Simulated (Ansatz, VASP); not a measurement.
**Cross-check of MgO (Periclase) between VASP and Ansatz**

Aim: how closely do two programs agree when they are given the same cell, functional and k mesh? The cell is taken from a series of runs on this material, whose earlier steps may have relaxed, scaled, displaced or heated it; both programs get it as it stands.

Main program and level: Ansatz 0.2.0; plane waves, with VASP 6.6.1 beside it; zone-centre phonons at LDA.

## Step 1: Set-up

The structure is cubic, space group Fm-3m (No. 225). Conventional cell: a = 4.200 Å, b = 4.200 Å, c = 4.200 Å, α = 90.00°, β = 90.00°, γ = 90.00°. Mg has 6 O at 2.10 Å nearest. O has 6 Mg at 2.10 Å nearest. Farther neighbours and most contacts between anions are not listed.

## Step 2: Ansatz: zone-centre phonons, LDA

Ansatz runs on its default PAW (the set named soft_2) files.

Second derivatives magnify differences that forces hide, and they need a tight electronic threshold.

The input, input.yaml:

```yaml
crystal:
  lattice:
    - [0.0, 2.1001812392, 2.1001812392]
    - [2.1001812392, 0.0, 2.1001812392]
    - [2.1001812392, 2.1001812392, 0.0]
  atoms:
    - { symbol: Mg, position: [0.0, 0.0, 0.0] }
    - { symbol: O, position: [0.5, 0.5, 0.5] }
kpoints:
  mp_grid: { grid: [8, 8, 8] }
hamiltonian:
  xc: lda
scf:
  occupations: { method: fixed }
output:
  eigenvalues: true
phonons:
  method: dfpt
  dielectric: true
  rigid_motions: translations
  qmesh: [4, 4, 4]
  temperatures: { t_max: 1000, t_step: 50 }
  qpath:
    path:
      - [[0.0, 0.0, 0.0], [0.5, 0.0, 0.5], [0.625, 0.25, 0.625]]
      - [[0.375, 0.375, 0.75], [0.0, 0.0, 0.0], [0.5, 0.5, 0.5], [0.5, 0.25, 0.75], [0.5, 0.0, 0.5]]
    npoints: 10
```

The run is started by

```bash
> ansatz run input.yaml --threads 4 --pin off --max-ram 7168MiB --backend cpu --events-out ev --progress --plain --runs-dir out
```

Numbers of over 12 decimals in the logs are rounded to 6 here.

The program printed:

```text
Engine: ansatz 0.2.0, aarch64-unknown-linux-gnu
Pseudopotentials: kind: paw
Pseudopotential: Mg, paw, valence charge 10, recommended cutoff 420 eV (normal), Mg.paw.azcp
Pseudopotential: O, paw, valence charge 6, recommended cutoff 420 eV (normal), O.paw.azcp
Functional definition: SPW92
  exchange = slater_x
  correlation = pw_c
Crystal: 2 atoms, lattice volume = 18.527 Å³
Basis set: ecut = 420 eV, 339 PW (Γ), exchange–correlation on 40×40×40 points (8 copies of the dense FFT grid, shifted against one another)
Bands: 12, of which v1, the nominal top of the filled ones, is band 8 counted from 1 (7 counted from 0)
Symmetry: 48 space group operations
k-points: 59 of 512 (irreducible under 8 space group operations, time reversal used)
Non-local potential: Mg, projectors of the file, l = 0: 3, l = 1: 2, l = 2: 1
Non-local potential: O, projectors of the file, l = 0: 2, l = 1: 2, l = 2: 1
PAW form: soft (Blöchl's): semilocal exchange-correlation on the pseudo side does not see the compensation charge
PAW frozen core: Mg, regenerated for the run's functional, and the local potential with it (the file was generated under x = pbe(κ = 0.804, μ = 0.219515), c = pbe(β = 0.066725))
PAW frozen core: O, regenerated for the run's functional, and the local potential with it (the file was generated under x = pbe(κ = 0.804, μ = 0.219515), c = pbe(β = 0.066725))
PAW one-centre angular grid: Mg, 110 points (default); XC on 64 Gauss nodes
PAW one-centre angular grid: O, 110 points (default); XC on 64 Gauss nodes
Initial density: superposition of atomic densities (neutral atoms: chi_scale 0, normalization atom), corrected by the library's trained network
Initial wavefunctions: pseudopotential atomic-orbital guess
Functional: x = slater, c = lda
SCF iter   1: F=—  HF=-2460.074467 eV  |F-HF|=—  |Δ(HF+E_count)|=         —  Δρ=1.75e-2  dr2=4.52e-2  ethr=1.77e-3  ⟨swp⟩=4.7  Hψ=3724  notcnv=0  defer=98
preconditioner: auto → none  [insulator: Δε(μ)=4.587 eV  Ē_g=18.202 eV  n_scr=8 (ndim 8)  ℏωp=24.4 eV  f_vac=0.000  ε∞_Penn≈2.8]
SCF iter   2: F=—  HF=-2460.060251 eV  |F-HF|=—  |Δ(HF+E_count)|=   1.42e-2  Δρ=9.00e-3  dr2=8.01e-3  ethr=2.82e-4  ⟨swp⟩=2.5  Hψ=1478  notcnv=0  defer=116
SCF iter   3: F=—  HF=-2460.057392 eV  |F-HF|=—  |Δ(HF+E_count)|=   2.86e-3  Δρ=1.93e-3  dr2=3.81e-4  ethr=5.01e-5  ⟨swp⟩=2.0  Hψ=1038  notcnv=0  defer=116
SCF iter   4: F=—  HF=-2460.057166 eV  |F-HF|=—  |Δ(HF+E_count)|=   2.26e-4  Δρ=3.94e-4  dr2=1.31e-5  ethr=2.38e-6  ⟨swp⟩=2.0  Hψ=1255  notcnv=0  defer=112
SCF iter   5: F=—  HF=-2460.057163 eV  |F-HF|=—  |Δ(HF+E_count)|=   3.18e-6  Δρ=2.12e-5  dr2=5.18e-8  ethr=8.18e-8  ⟨swp⟩=2.0  Hψ=1056  notcnv=0
SCF iter   6: F=—  HF=-2460.057162 eV  |F-HF|=—  |Δ(HF+E_count)|=   1.14e-6  Δρ=2.53e-6  dr2=5.63e-10  ethr=3.23e-10  ⟨swp⟩=1.7  Hψ=1039  notcnv=0
SCF iter   7: F=-2460.057162 eV  HF=-2460.057162 eV  |F-HF|=4.09e-12  |Δ(HF+E_count)|=  3.55e-11  Δρ=1.69e-7  dr2=1.51e-12  ethr=1.00e-12  ⟨swp⟩=6.7  Hψ=3519  notcnv=0
SCF 1 converged in 7 iterations: F = -2460.057162 eV  dr2 = 1.51e-12
  greatest PAW one-centre occupation: 1.000 electrons in one spin orbital (limit 2), on the Mg atom at site 0 (counted from 0), in its partial waves of l = 1
DFPT response loops at Γ: preconditioner auto → none (the input reference at scf.mixing.eps_inf says where Resta's filter doesn't serve); β = 0.50; Broyden in place of MSR1
── the response to a field inside a basis, on 8×8×8 k-points: an SCF that follows is theirs, and a resumed run solves both again ──
Bands: 9, of which v1, the nominal top of the filled ones, is band 8 counted from 1 (7 counted from 0)
k-points: 60 of 512 (irreducible under 12 space group operations)
Initial density: handed on by an earlier stage of this run
Initial wavefunctions: pseudopotential atomic-orbital guess (no wavefunctions were taken with the density)
Eigensolver: Dense (60 Hₖ)
SCF iter   1: F=—  HF=-2460.062957 eV  |F-HF|=—  |Δ(HF+E_count)|=         —  Δρ=1.22e-3  dr2=3.85e-5  ethr=1.00e-1
preconditioner: auto → none  [insulator: Δε(μ)=5.035 eV  Ē_g=14.481 eV  n_scr=8 (ndim 8)  ℏωp=24.4 eV  f_vac=0.000  ε∞_Penn≈3.8]
SCF iter   2: F=—  HF=-2460.062949 eV  |F-HF|=—  |Δ(HF+E_count)|=   7.37e-6  Δρ=5.61e-4  dr2=1.31e-5  ethr=2.41e-7
SCF iter   3: F=—  HF=-2460.062948 eV  |F-HF|=—  |Δ(HF+E_count)|=   8.44e-7  Δρ=2.57e-4  dr2=2.53e-6  ethr=8.21e-8
SCF iter   4: F=-2460.062948 eV  HF=-2460.062948 eV  |F-HF|=1.38e-9  |Δ(HF+E_count)|=   5.14e-7  Δρ=1.59e-5  dr2=1.19e-8  ethr=1.58e-8
SCF 1 converged in 4 iterations: F = -2460.062948 eV  dr2 = 1.19e-8
DFPT response loops at Γ: mixed as the last ones told, above
NSCF: frozen V_eff on 29 k-points
NSCF: frozen V_eff on 576 k-points
DFPT response loops at q = (0, 0, 0.25) (fractional): mixed as the last ones told, above
NSCF: frozen V_eff on 300 k-points
DFPT response loops at q = (0, 0, -0.5) (fractional): mixed as the last ones told, above
NSCF: frozen V_eff on 328 k-points
DFPT response loops at q = (0, 0.25, 0.25) (fractional): mixed as the last ones told, above
NSCF: frozen V_eff on 1024 k-points
DFPT response loops at q = (0, 0.25, -0.5) (fractional): mixed as the last ones told, above
NSCF: frozen V_eff on 576 k-points
DFPT response loops at q = (0, 0.25, -0.25) (fractional): mixed as the last ones told, above
[...]
Internal energy: -2460.057162 eV  (E = F + TS)
E sigma→0 (E₀):  -2460.057162 eV
Fermi energy:    7.864746 eV
--- Per-component energies (eV) ---
  E_band       = -293.906330
  E_kinetic    = 254.871630
  E_local      = -1596.004353  (includes V_loc(G=0)·N_el)
  E_nonlocal   = 145.540181
  E_hartree    = 549.994835
  E_xc         = -103.722013
  E_vxc        = -133.871934  (∫ρ·V_xc dr)
  E_paw        = -418.029376  (= ΣΔE_a)
  E_vpaw       = -64.434048  (= ΣTr[D̂ρ^β])
  E_aug_tail   = 0.002574  (compensation charges beyond the density's cutoff)
  E_ewald      = -1292.958042
  E_core_change = 0.247401  (= ΣΔE_core)
  E_smearing   = -0.000000  (= −TS)
  E_closure    = 0.000000  (closes the sum)
  Σ components = -2460.057162   (vs F -2460.057162, Δ=0.00e0)
--- Band table (eV; the first three rows and the last of 59) ---
  k-point 0: bands = [... 4 lower, -9.1805, 7.8647, 7.8647, 7.8647, 12.6031, 23.4566, 23.4566, 23.4566]
  k-point 1: bands = [... 4 lower, -9.0025, 6.8979, 7.7586, 7.7586, 13.5082, 21.7990, 23.8159, 23.8159]
  k-point 2: bands = [... 4 lower, -8.5391, 5.1598, 7.5141, 7.5141, 14.9223, 20.2795, 24.3094, 24.3094]
  k-point 58: bands = [... 4 lower, -7.4702, 4.8526, 4.8526, 6.0452, 19.3780, 19.3780, 19.8455, 23.2332]
--- Phonons (Γ-DFPT): 2 representative perturbations + reference, on 59 of 512 k-points (Σ response iterations 6) ---
  k mesh reduced under 8 symmetry operations, with k and −k counted as one. Each operation leaves every solved perturbation unchanged. A smaller set is not considered because the run solves the response to a homogeneous field
  ASR residual: 1.331e-4 → 0.000e0 eV/Å²; symmetrization residual: 1.886e-6 eV/Å²
  ASR residual per site (eV/Å²): 1.33e-4 3.19e-6
  Γ frequencies (cm⁻¹): 0.00 0.00 0.00 380.26 380.26 380.26
  ε∞ (high-frequency dielectric tensor):
        3.216195    -0.000000    -0.000000
       -0.000000     3.216195    -0.000000
       -0.000000    -0.000000     3.216195
  ε⁰ (static dielectric tensor: ions relaxed, cell fixed):
       10.674780    -0.000000    -0.000000
       -0.000000    10.674780    -0.000000
       -0.000000    -0.000000    10.674780
  ε⁰ − ε∞ (ionic part):
        7.458585    -0.000000    -0.000000
       -0.000000     7.458585     0.000000
       -0.000000     0.000000     7.458585
  softest optical mode at Γ: 380.26 cm⁻¹; the repairs (sum rule, projections) moved no ω² at Γ by more than (1.30 cm⁻¹)²
  Born effective charges Z* (e; rows j = field, columns β = displacement):
    site 0:
         1.97932   -0.00000    0.00000
        -0.00000    1.97932   -0.00000
        -0.00000    0.00000    1.97932
    site 1:
        -1.97932    0.00000   -0.00000
         0.00000   -1.97932    0.00000
         0.00000   -0.00000   -1.97932
  Z* charge neutrality: 8.475e-4 e pre-enforcement
  solved inside a basis spanned on kpoints, on 8×8×8 k-points, its susceptibility summed on 12×12×12: ε∞ is read to err by 7.0e-3, Z* by 1.1e-2 e (field_mesh: kpoints solves on kpoints); Z* is corrected for what the basis lacks
  optical modes at Γ without the LO–TO term, one row a degenerate level:
      ω (cm⁻¹)  modes    IR ((D/Å)²/amu)
        380.26      3            28.1045
  optical modes at Γ + LO–TO along q̂ = [1.0000, 0.0000, 0.0000]:
      ω (cm⁻¹)  modes    IR ((D/Å)²/amu)
        380.26      2            18.7363
        692.77      1             9.3682
  optical modes at Γ + LO–TO along q̂ = [0.0000, 1.0000, 0.0000]:
      ω (cm⁻¹)  modes    IR ((D/Å)²/amu)
        380.26      2            18.7363
        692.77      1             9.3682
  optical modes at Γ + LO–TO along q̂ = [0.0000, 0.0000, 1.0000]:
      ω (cm⁻¹)  modes    IR ((D/Å)²/amu)
        380.26      2            18.7363
        692.77      1             9.3682
--- Phonons (arbitrary-q DFPT): 8 irreducible q on the 4×4×4 mesh ---
  q = [0.0000, 0.0000, 0.0000] (star 1, of the zone-centre solve; hermiticity 7.35e-7, symmetrization 6.44e-14): -0.00 -0.00 0.00 380.26 380.26 380.26
  q = [0.0000, 0.0000, 0.2500] (star 8, 2 solved perturbations on 288 of 512 k-point pairs; hermiticity 3.04e-7, symmetrization 1.52e-7): 177.17 177.17 319.39 372.18 372.18 659.95
  q = [0.0000, 0.0000, -0.5000] (star 4, 2 solved perturbations on 150 of 512 k-point pairs; hermiticity 4.84e-10, symmetrization 2.42e-10): 266.90 266.90 348.77 348.77 536.28 555.16
  q = [0.0000, 0.2500, 0.2500] (star 6, 4 solved perturbations in 528 linear systems a pass and spin channel, the states on 164 of 512 k-point pairs; hermiticity 1.60e-7, symmetrization 1.15e-8): 215.35 215.35 313.00 403.83 403.83 608.43
  q = [0.0000, 0.2500, -0.5000] (star 24, 4 solved perturbations in 1600 linear systems a pass and spin channel, the states on 512 of 512 k-point pairs; hermiticity 1.82e-7, symmetrization 3.74e-8): 274.66 320.20 394.68 422.38 438.36 542.44
  q = [0.0000, 0.2500, -0.2500] (star 12, 4 solved perturbations in 904 linear systems a pass and spin channel, the states on 288 of 512 k-point pairs; hermiticity 1.98e-7, symmetrization 2.87e-8): 255.45 315.54 359.16 400.91 442.10 574.59
  q = [0.0000, -0.5000, -0.5000] (star 3, 4 solved perturbations in 308 linear systems a pass and spin channel, the states on 95 of 512 k-point pairs; hermiticity 1.27e-7, symmetrization 8.10e-9): 286.20 286.20 411.95 429.43 429.43 534.32
  q = [0.2500, -0.5000, -0.2500] (star 6, 4 solved perturbations in 502 linear systems a pass and spin channel, the states on 164 of 512 k-point pairs; hermiticity 4.19e-7, symmetrization 2.18e-7): 336.91 367.78 367.78 428.62 483.32 483.32
  sum rule: each row above includes the acoustic sum rule's correction from the zone centre's row sums; it moved no ω² by more than (1.22 cm⁻¹)²
  mesh force constants: q→R imaginary residual 1.77e-18; ASR residual 1.331e-4 → 0.000e0 eV/Å²; symmetrization residual 1.066e-14 eV/Å²
  interpolated dispersion: 63 rows × 6 modes
  density of states and harmonic sums: on the 28×28×28 q-mesh, interpolated from the force constants of a 4×4×4 supercell (with the dipole–dipole term)
  largest difference from the sums on the solved wave vectors: F 7.74e-3 eV, S 1.18e-5 and C_V 3.95e-6 eV/K
  zero-point energy: 0.143446 eV/cell   skipped modes (ω ≤ 0): 3   left out of the sums: 2.28e-5 of the cell's modes: C_V's classical limit lies that fraction below 3 k_B per atom; for a crystal, a wire or a layer, F and S can be off by more, and a phonons.interpolated_qmesh denser along its periods is the remedy for the sampling
[key lines of the parts left out:]
SCF converged after 7 iterations
Free energy (F): -2460.057162 eV
```

Reading the cycles: dr2 is the Hartree energy of the density residual (eV), the measure of convergence; HF is the Harris–Foulkes estimate of the energy, which meets the free energy F at convergence.

(Continued in part 2 of 2.)

[Lines on the potential files, build, host, timing and source positions are cut from VASP's logs without a mark.]

[Logs are printed without paths, hosts, clocks, repeated set-up lines and the standing remarks that a program may print on its own settings, such as how far it seeks lower states.]

[Hosts, paths, dates, database ids (printed as entryN), source tags and the programs' standing remarks are cut or masked in the printed files.]
